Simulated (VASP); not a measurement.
All values below come from PBEsol GGA, VASP's PBE PAW potentials (set 64) (plane waves; VASP).

VASP input:

File POSCAR:
```
TiB2
1
    3.0207552534    -0.0000000000     0.0000000000
   -1.5103776267     2.6160506362    -0.0000000000
    0.0000000000    -0.0000000000     3.1819436262
Ti B
1 2
Direct
  0.0000000000   0.0000000000   0.0000000000
  0.3333330000   0.6666670000   0.5000000000
  0.6666670000   0.3333330000   0.5000000000
```

KPOINTS:
```
Regular mesh
0
G
 11 11 9
```

INCAR:
```
# general
SYSTEM  = TiB2
PREC    = Accurate
ENCUT   = 520
LREAL   = .False.   # projection in real space or not
LASPH   = .True.   # aspherical one-centre terms

# electronic loop
EDIFF   = 1E-6
NELM    = 100   # most electronic steps
ALGO    = Normal   # blocked Davidson
LMAXMIX = 4

# smearing
ISMEAR  = 1
SIGMA   = 0.1

# functional
GGA     = PS   # PBEsol

# ions
IBRION  = 2
NSW     = 60
ISIF    = 3   # ions, shape and volume
EDIFFG  = -0.02   # ionic stop

# output
LWAVE   = .False.
LCHARG  = .False.
```

POTCAR, in this order: Ti_sv B (PBE.64 set). Program: vasp_std.

The run wrote:

File OSZICAR:
```
       N       E                     dE             d eps       ncg     rms          rms(c)
DAV:   1     0.124788207766E+03    0.12479E+03   -0.93491E+03  2080   0.159E+03
DAV:   2    -0.216468952948E+02   -0.14644E+03   -0.14253E+03  2150   0.391E+02
DAV:   3    -0.305371471322E+02   -0.88903E+01   -0.87736E+01  3059   0.918E+01
DAV:   4    -0.308219312344E+02   -0.28478E+00   -0.28463E+00  2655   0.149E+01
DAV:   5    -0.308289462096E+02   -0.70150E-02   -0.70147E-02  3047   0.212E+00    0.176E+01
DAV:   6    -0.257488314030E+02    0.50801E+01   -0.25034E+01  2735   0.603E+01    0.397E+00
DAV:   7    -0.257904879842E+02   -0.41657E-01   -0.15235E+00  2290   0.145E+01    0.349E+00
DAV:   8    -0.258007751203E+02   -0.10287E-01   -0.16245E-01  3141   0.363E+00    0.731E-01
DAV:   9    -0.257926481388E+02    0.81270E-02   -0.64484E-02  2786   0.334E+00    0.248E-01
DAV:  10    -0.257921122668E+02    0.53587E-03   -0.48149E-03  2588   0.987E-01    0.817E-02
DAV:  11    -0.257921026133E+02    0.96535E-05   -0.20208E-04  2817   0.189E-01    0.556E-02
DAV:  12    -0.257920805155E+02    0.22098E-04   -0.14464E-04  2701   0.166E-01    0.102E-02
DAV:  13    -0.257920790979E+02    0.14176E-05   -0.10330E-05  2459   0.422E-02    0.213E-03
DAV:  14    -0.257920792604E+02   -0.16255E-06   -0.22026E-07  1200   0.593E-03
   1 F= -.25792079E+02 E0= -.25791876E+02  d E =-.257921E+02
       N       E                     dE             d eps       ncg     rms          rms(c)
DAV:   1    -0.257924875313E+02   -0.40843E-03   -0.14801E-02  2225   0.201E+00    0.133E-01
DAV:   2    -0.257922623048E+02    0.22523E-03   -0.11645E-03  2247   0.434E-01    0.705E-02
DAV:   3    -0.257921951103E+02    0.67194E-04   -0.95971E-05  2537   0.130E-01    0.324E-02
DAV:   4    -0.257921770846E+02    0.18026E-04   -0.39066E-05  3179   0.703E-02    0.565E-03
DAV:   5    -0.257921773456E+02   -0.26101E-06   -0.30954E-06  2088   0.201E-02
   2 F= -.25792177E+02 E0= -.25791976E+02  d E =-.980852E-04
```

OUTCAR:
```
------------------------ aborting loop because EDIFF is reached ----------------------------------------
  FORCE on cell =-STRESS in cart. coord.  units (eV):
  Direction    XX          YY          ZZ          XY          YZ          ZX
  --------------------------------------------------------------------------------------
  Total        0.0252357      0.0252357      0.0126346      0.0000000     -0.0000000      0.0000000
  in kB        1.6085985      1.6085983      0.8053672      0.0000000     -0.0000000      0.0000000
  external PRESSURE =       1.3408547 kB  Pullay stress =       0.0000000 kB
  volume of cell :       25.14
      direct lattice vectors                 reciprocal lattice vectors
     3.018007090  0.000000000  0.000000000     0.331344483  0.191301838 -0.000000000
    -1.509003545  2.613670657 -0.000000000     0.000000000  0.382603676 -0.000000000
    -0.000000000  0.000000000  3.186455781     0.000000000  0.000000000  0.313828300
 POSITION                                       TOTAL-FORCE (eV/Angst)
 -----------------------------------------------------------------------------------
     -0.00000      0.00000      0.00000        -0.000000     -0.000000      0.000000
     -0.00000      1.74245      1.59323        -0.000000      0.000000      0.000000
      1.50901      0.87122      1.59323         0.000000     -0.000000     -0.000000
 -----------------------------------------------------------------------------------
    total drift:                                0.000000     -0.000000      0.000000
  FREE ENERGIE OF THE ION-ELECTRON SYSTEM (eV)
  ---------------------------------------------------
  free  energy   TOTEN  =       -25.7921773456 eV

  energy  without entropy=      -25.7915728907  energy(sigma->0) =      -25.79197586

 reached required accuracy - stopping structural energy minimisation
```
(Selected blocks of OUTCAR.)

### CONTCAR
```
TiB2
   1.00000000000000
     3.0180070898778073    0.0000000000000000    0.0000000000000000
    -1.5090035449389037    2.6136706571904949   -0.0000000000000000
    -0.0000000000000000    0.0000000000000000    3.1864557814906469
  Ti              B
     1     2
Direct
     0.0000000000000000    0.0000000000000000    0.0000000000000000
     0.3333330000000032    0.6666669999999968    0.5000000000000000
     0.6666669999999968    0.3333330000000032    0.5000000000000000
```

The structure comes from a measured TiB2 entry (P6/mmm) of the Crystallography Open Database, whose conditions weren't checked. This run relaxes it. Symmetry was kept, so distortions that lower it aren't found. The start is the result of an earlier pass.
